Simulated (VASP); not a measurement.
Crystal: LiPb.

```
CELL_PARAMETERS angstrom
3.57614 0.00000 0.00000
0.00000 3.57614 0.00000
0.00000 0.00000 3.57614
ATOMIC_POSITIONS crystal
Li 0.50000 0.50000 0.50000
Pb 0.00000 0.00000 0.00000
```

- Program: VASP 6.6.1
- Task: relaxation of cell and atoms
- Functional: PBEsol
- Potentials or basis: VASP PAW PBE potentials, release 64 (Li_sv, Pb_d)
- Cutoff: 600 eV
- k mesh: 12 × 12 × 12
- Occupations: gaussian, width 0.1 eV
- Spin: no spin polarisation

At the start: pressure -1.7 GPa; volume 22.87 Å³/atom.

How do energy, volume and symmetry change on relaxing?

Over 4 steps the energy falls by 6.8 meV/atom and the volume is 21.68 Å³/atom (-5.2 %); space group Pm-3m (No. 221, to 0.05 Å).

The path:
```csv
step,energy change (eV),largest force (eV/Å),pressure (GPa),volume (Å³)
1,0.0000,0.0000,-1.74,45.73
2,-0.0121,0.0000,-0.59,44.11
3,-0.0136,0.0000,-0.07,43.45
4,-0.0136,0.0000,-0.01,43.36
```

Final structure:
```xyz
2
Lattice="3.5132 0.0000 0.0000 0.0000 3.5132 0.0000 0.0000 0.0000 3.5132" Properties=species:S:1:pos:R:3 pbc="T T T"
Li    1.7566    1.7566    1.7566
Pb    0.0000    0.0000    0.0000
```

Caveat: the cutoff is under 1.25 times the usual one of these potentials, so pressure, stress and relaxed cells hold a basis-set (Pulay) error; the PAW data sets were made with another functional, which shifts forces and pressure a little.
